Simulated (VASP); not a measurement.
Crystal: CaH2PdO6.

```
H Ca Pd O
1.0
     0.00000    3.49844    3.49844
     3.49844    0.00000    3.49844
     3.49844    3.49844    0.00000
H Ca Pd O
2 1 1 6
Direct
  0.25000 0.25000 0.25000
  0.75000 0.75000 0.75000
  0.50000 0.50000 0.50000
  0.00000 0.00000 0.00000
  0.76700 0.23300 0.23300
  0.23300 0.76700 0.23300
  0.23300 0.76700 0.76700
  0.76700 0.23300 0.76700
  0.23300 0.23300 0.76700
  0.76700 0.76700 0.23300
```

The cell was built by a generator and needn't be a form met in nature.

Base run:

```yaml
Program: VASP 6.6.1
Functional: PBE
Potentials_or_basis: VASP PAW PBE potentials, release 64 (H, Ca_sv, Pd, O)
Cutoff: 520 eV
k_mesh: 5 × 5 × 5, shifted
Occupations: fermi-dirac, width 0.1 eV
Spin: no spin polarisation
```

Its results: band gap on the k mesh none (metal or under the smearing width); pressure 121.8 GPa; largest force 5.592 eV/Å.

Question: The run is repeated on the same cell with these changes: k mesh from 5 × 5 × 5, shifted to 5 × 5 × 5; occupations from fermi-dirac, width 0.1 eV to tetrahedron. What comes out?

Answer: Band gap on the k mesh none (metal or under the smearing width); pressure 121.4 GPa; largest force 5.488 eV/Å.

Caveats: a pressure of tens of GPa on the cell as given is suspect, and the run, the potentials or the cell itself is likely at fault; forces of over 1 eV/Å show positions far from the minimum, so gaps and moduli don't describe the material at rest; tetrahedron occupations give inexact forces and stress in metals (some runs).
